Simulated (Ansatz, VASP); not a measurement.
# AlBPN: VASP beside Ansatz, part 3 of 3

One calculation is typed for both programs; each brings its own data sets. How far apart do they land? The cell is generated by rule, not measured, and may not be a known phase. The cell is taken from a series of runs on this material, whose earlier steps may have relaxed, scaled, displaced or heated it; both programs get it as it stands.

VASP 6.6.1 and Ansatz 0.2.0.

So far: Starting point; Ansatz: zone-centre phonons, LDA; VASP: zone-centre phonons, LDA.

**3. VASP: zone-centre phonons, LDA (continued)**

Level of this step: LDA; plane waves and PAW (Al, B, N, P); invented cell (VASP).

Numbers of over 12 decimals in the logs are rounded to 6 here.

Parts of OUTCAR (step 3):

```text
ion  position               nearest neighbor table
   1  0.000  0.000  0.538-   5 1.88   5 1.88   8 2.30   8 2.30   2 3.05   2 3.05   2 3.05   2 3.05

  LATTYP: Found a simple orthorhombic cell.
 ALAT       =     3.0689116594
 B/A-ratio  =     1.0313663785
 C/A-ratio  =     2.9441927577

 Subroutine GETGRP returns: Found  4 space group operations
 (whereof  4 operations were pure point group operations)

The static configuration has the point symmetry C_2v.

 Found    147 irreducible k-points:

   k-points           NKPTS =    147   k-points in BZ     NKDIM =    147   number of bands    NBANDS=     24

   dimension x,y,z NGX =    28 NGY =   28 NGZ =   72
   dimension x,y,z NGXF=    56 NGYF=   56 NGZF=  144

   ENCUT  =  600.0 eV  44.10 Ry    6.64 a.u.   6.32  6.13 18.05*2*pi/ulx,y,z

   NELECT =      32.0000    total number of electrons

 k-points in reciprocal lattice and weights: Automatic mesh
   0.00000000  0.00000000  0.00000000       0.002
   0.08333333  0.00000000  0.00000000       0.003
   0.16666667  0.00000000  0.00000000       0.003
   0.25000000  0.00000000  0.00000000       0.003
   0.33333333  0.00000000  0.00000000       0.003
   0.41666667  0.00000000  0.00000000       0.003
   0.50000000  0.00000000  0.00000000       0.002
   0.00000000  0.08333333  0.00000000       0.003
   0.08333333  0.08333333  0.00000000       0.007
[...]
-----------------------------------------------------------------------------------
    total drift:                                0.000000     -0.000000     -0.000342

 Eigenvectors and eigenvalues of the dynamical matrix
 ----------------------------------------------------

   1 f  =   25.026000 THz   157.242994 2PiTHz  834.777498 cm-1   103.499172 meV
             X         Y         Z           dx          dy          dz
      0.000000  0.000000  4.865209     0.000000    0.000000   -0.089685
      0.034033  2.204082  6.966757     0.000000    0.000000    0.000886
      0.000000  0.000000  8.824116     0.000000    0.000000    0.805038
      0.034033  2.204082  2.064209     0.000000    0.000000   -0.053297
      1.119057  1.119057  5.871747    -0.000000   -0.000000    0.188836
     -1.085024  1.085024  7.995087    -0.000000   -0.000000   -0.517560
      1.119057  1.119057  0.920273    -0.000000   -0.000000   -0.187719
     -1.085024  1.085024  3.152205    -0.000000   -0.000000    0.047578

   2 f  =   24.743149 THz   155.465789 2PiTHz  825.342607 cm-1   102.329395 meV
             X         Y         Z           dx          dy          dz
      0.000000  0.000000  4.865209    -0.011095   -0.011095   -0.000000
      0.034033  2.204082  6.966757    -0.098663   -0.098663    0.000000
      0.000000  0.000000  8.824116    -0.472818   -0.472818    0.000000
      0.034033  2.204082  2.064209    -0.338027   -0.338027    0.000000
      1.119057  1.119057  5.871747     0.009429    0.009429    0.000000
     -1.085024  1.085024  7.995087     0.260379    0.260379   -0.000000
      1.119057  1.119057  0.920273     0.246900    0.246900   -0.000000
     -1.085024  1.085024  3.152205     0.153224    0.153224    0.000000

   3 f  =   24.155399 THz   151.772848 2PiTHz  805.737381 cm-1    99.898658 meV
             X         Y         Z           dx          dy          dz
      0.000000  0.000000  4.865209     0.000000    0.000000    0.022265
      0.034033  2.204082  6.966757     0.000000    0.000000   -0.017661
      0.000000  0.000000  8.824116     0.000000    0.000000    0.027621
      0.034033  2.204082  2.064209    -0.000000   -0.000000    0.904405
      1.119057  1.119057  5.871747    -0.000000   -0.000000    0.015399
     -1.085024  1.085024  7.995087    -0.000000   -0.000000    0.043927
      1.119057  1.119057  0.920273    -0.000000   -0.000000   -0.323466
     -1.085024  1.085024  3.152205     0.000000    0.000000   -0.271449

   4 f  =   23.306354 THz   146.438139 2PiTHz  777.416280 cm-1    96.387291 meV
             X         Y         Z           dx          dy          dz
      0.000000  0.000000  4.865209     0.009417   -0.009417    0.000000
      0.034033  2.204082  6.966757     0.009632   -0.009632   -0.000000
      0.000000  0.000000  8.824116     0.022288   -0.022288    0.000000
      0.034033  2.204082  2.064209     0.602632   -0.602632   -0.000000
      1.119057  1.119057  5.871747    -0.030101    0.030101    0.000000
     -1.085024  1.085024  7.995087     0.049115   -0.049115   -0.000000
      1.119057  1.119057  0.920273    -0.362567    0.362567   -0.000000
     -1.085024  1.085024  3.152205    -0.037187    0.037187    0.000000

   5 f  =   23.144462 THz   145.420943 2PiTHz  772.016147 cm-1    95.717760 meV
             X         Y         Z           dx          dy          dz
      0.000000  0.000000  4.865209    -0.008001   -0.008001   -0.000000
      0.034033  2.204082  6.966757    -0.083469   -0.083469    0.000000
      0.000000  0.000000  8.824116    -0.297503   -0.297503    0.000000
      0.034033  2.204082  2.064209     0.520080    0.520080    0.000000
      1.119057  1.119057  5.871747     0.043222    0.043222    0.000000
     -1.085024  1.085024  7.995087     0.179942    0.179942    0.000000
      1.119057  1.119057  0.920273     0.102543    0.102543   -0.000000
     -1.085024  1.085024  3.152205    -0.298689   -0.298689   -0.000000

   6 f  =   21.195670 THz   133.176319 2PiTHz  707.011432 cm-1    87.658206 meV
             X         Y         Z           dx          dy          dz
      0.000000  0.000000  4.865209     0.000000    0.000000   -0.382136
      0.034033  2.204082  6.966757     0.000000    0.000000   -0.306425
      0.000000  0.000000  8.824116    -0.000000   -0.000000   -0.174820
      0.034033  2.204082  2.064209    -0.000000    0.000000    0.025447
      1.119057  1.119057  5.871747    -0.000000   -0.000000    0.846318
     -1.085024  1.085024  7.995087    -0.000000   -0.000000    0.083349
      1.119057  1.119057  0.920273     0.000000    0.000000    0.057918
     -1.085024  1.085024  3.152205     0.000000    0.000000    0.048071

   7 f  =   21.084635 THz   132.478671 2PiTHz  703.307732 cm-1    87.199006 meV
             X         Y         Z           dx          dy          dz
      0.000000  0.000000  4.865209     0.364729    0.364729    0.000000
      0.034033  2.204082  6.966757     0.067073    0.067073    0.000000
      0.000000  0.000000  8.824116    -0.046553   -0.046553    0.000000
      0.034033  2.204082  2.064209     0.027614    0.027614    0.000000
      1.119057  1.119057  5.871747    -0.598881   -0.598881   -0.000000
     -1.085024  1.085024  7.995087    -0.003049   -0.003049   -0.000000
      1.119057  1.119057  0.920273     0.026329    0.026329    0.000000
     -1.085024  1.085024  3.152205    -0.013524   -0.013524   -0.000000

   8 f  =   20.597225 THz   129.416182 2PiTHz  687.049472 cm-1    85.183240 meV
             X         Y         Z           dx          dy          dz
      0.000000  0.000000  4.865209     0.043298    0.043298   -0.000000
      0.034033  2.204082  6.966757    -0.354587   -0.354587   -0.000000
      0.000000  0.000000  8.824116     0.273747    0.273747   -0.000000
      0.034033  2.204082  2.064209    -0.020584   -0.020584   -0.000000
      1.119057  1.119057  5.871747    -0.047083   -0.047083    0.000000
     -1.085024  1.085024  7.995087     0.507625    0.507625    0.000000
      1.119057  1.119057  0.920273    -0.191351   -0.191351   -0.000000
     -1.085024  1.085024  3.152205     0.022737    0.022737    0.000000

   9 f  =   19.485532 THz   122.431209 2PiTHz  649.967387 cm-1    80.585649 meV
             X         Y         Z           dx          dy          dz
      0.000000  0.000000  4.865209    -0.050976    0.050976    0.000000
      0.034033  2.204082  6.966757    -0.383444    0.383444    0.000000
      0.000000  0.000000  8.824116     0.018066   -0.018066    0.000000
      0.034033  2.204082  2.064209     0.023094   -0.023094   -0.000000
      1.119057  1.119057  5.871747     0.590306   -0.590306   -0.000000
     -1.085024  1.085024  7.995087    -0.012561    0.012561    0.000000
      1.119057  1.119057  0.920273    -0.024483    0.024483   -0.000000
     -1.085024  1.085024  3.152205     0.017142   -0.017142    0.000000

  10 f  =   18.822802 THz   118.267150 2PiTHz  627.861078 cm-1    77.844817 meV
             X         Y         Z           dx          dy          dz
      0.000000  0.000000  4.865209    -0.000000    0.000000    0.163812
      0.034033  2.204082  6.966757     0.000000    0.000000   -0.443761
      0.000000  0.000000  8.824116    -0.000000   -0.000000    0.369200
      0.034033  2.204082  2.064209    -0.000000    0.000000   -0.163111
      1.119057  1.119057  5.871747    -0.000000   -0.000000   -0.052419
     -1.085024  1.085024  7.995087    -0.000000   -0.000000    0.684062
      1.119057  1.119057  0.920273    -0.000000    0.000000   -0.368408
     -1.085024  1.085024  3.152205     0.000000   -0.000000    0.083160

  11 f  =   16.159907 THz   101.535691 2PiTHz  539.036480 cm-1    66.831976 meV
             X         Y         Z           dx          dy          dz
      0.000000  0.000000  4.865209     0.000000   -0.000000    0.554776
      0.034033  2.204082  6.966757    -0.000000    0.000000   -0.338386
      0.000000  0.000000  8.824116     0.000000    0.000000    0.070952
      0.034033  2.204082  2.064209    -0.000000    0.000000   -0.069048
    [... 145 further lines ...]
      1.119057  1.119057  0.920273    -0.101583    0.101583   -0.000000
     -1.085024  1.085024  3.152205    -0.047696    0.047696   -0.000000

 ELASTIC MODULI CONTR FROM IONIC RELAXATION (kBar)
 Direction    XX          YY          ZZ          XY          YZ          ZX
 --------------------------------------------------------------------------------
 XX         -52.5493    -52.5493     33.5614    -55.6274     -0.0000      0.0000
 YY         -52.5493    -52.5493     33.5614    -55.6274     -0.0000      0.0000
 ZZ          33.5614     33.5614    -95.0391     79.2788      0.0000      0.0000
 XY         -55.6274    -55.6274     79.2788   -300.4141      0.0000      0.0000
 YZ          -0.0000     -0.0000      0.0000      0.0000   -511.4265    -57.7171
 ZX           0.0000      0.0000      0.0000      0.0000    -57.7171   -531.3411
 --------------------------------------------------------------------------------
```

**4. Comparison**

Known differences besides the potentials themselves: the cutoff is 420 eV in Ansatz and 600 eV in VASP; VASP's log shows a relativistic correction to its local exchange, Ansatz's none. Total energies have different zeros and are not compared.

Both answers:

| quantity | Ansatz | VASP | difference |
| --- | --- | --- | --- |
| optical mode 1 (imaginary, printed as negative) (cm⁻¹) | -79.4 | -66.9 | -12.6 |
| optical mode 2 (cm⁻¹) | 186.6 | 187.0 | -0.23 % |
| optical mode 3 (cm⁻¹) | 191.8 | 191.9 | -0.03 % |
| optical mode 4 (cm⁻¹) | 239.8 | 240.3 | -0.24 % |
| optical mode 5 (cm⁻¹) | 245.0 | 245.8 | -0.32 % |
| optical mode 6 (cm⁻¹) | 296.7 | 297.0 | -0.12 % |
| optical mode 7 (cm⁻¹) | 337.9 | 338.4 | -0.15 % |
| optical mode 8 (cm⁻¹) | 354.4 | 354.9 | -0.15 % |
| optical mode 9 (cm⁻¹) | 382.1 | 382.5 | -0.12 % |
| optical mode 10 (cm⁻¹) | 394.5 | 394.8 | -0.09 % |
| optical mode 11 (cm⁻¹) | 539.0 | 539.0 | -0.01 % |
| optical mode 12 (cm⁻¹) | 626.6 | 627.9 | -0.21 % |
| optical mode 13 (cm⁻¹) | 643.7 | 650.0 | -0.96 % |
| optical mode 14 (cm⁻¹) | 681.9 | 687.0 | -0.75 % |
| optical mode 15 (cm⁻¹) | 696.4 | 703.3 | -0.98 % |
| optical mode 16 (cm⁻¹) | 703.6 | 707.0 | -0.48 % |
| optical mode 17 (cm⁻¹) | 773.9 | 772.0 | +0.25 % |
| optical mode 18 (cm⁻¹) | 779.8 | 777.4 | +0.31 % |
| optical mode 19 (cm⁻¹) | 807.8 | 805.7 | +0.26 % |
| optical mode 20 (cm⁻¹) | 826.7 | 825.3 | +0.16 % |
| optical mode 21 (cm⁻¹) | 834.8 | 834.8 | +0.00 % |

Modes are paired by rising frequency, not by their patterns, so a pair may set unlike modes beside each other; they are those without the splitting of longitudinal modes.

**5. Results**

```json
{"r.m.s. difference of the optical zone-centre modes, each program's sorted by frequency (zone-centre phonons, LDA)": "3.8 cm⁻¹", "difference in optical mode 15 (zone-centre phonons, LDA)": "-1.0 %"}
```

The r.m.s. difference of the optical zone-centre modes, each program's sorted by frequency is 3.8 cm⁻¹ (zone-centre phonons, LDA). Among the rows given in per cent, the largest difference of the zone-centre phonons, LDA pair is in optical mode 15, -1.0 %. What causes the difference of the zone-centre phonons, LDA pair stays open here. Such differences can come from data sets, numerical settings and the points named under the comparisons, not from the functional's error against experiment.

[Lines on the potential files, build, host, timing and source positions are cut from VASP's logs without a mark.]

[Logs are printed without paths, hosts, clocks, repeated set-up lines and the standing remarks that a program may print on its own settings, such as how far it seeks lower states.]

[Hosts, paths, dates, database ids (printed as entryN), source tags and the programs' standing remarks are cut or masked in the printed files.]
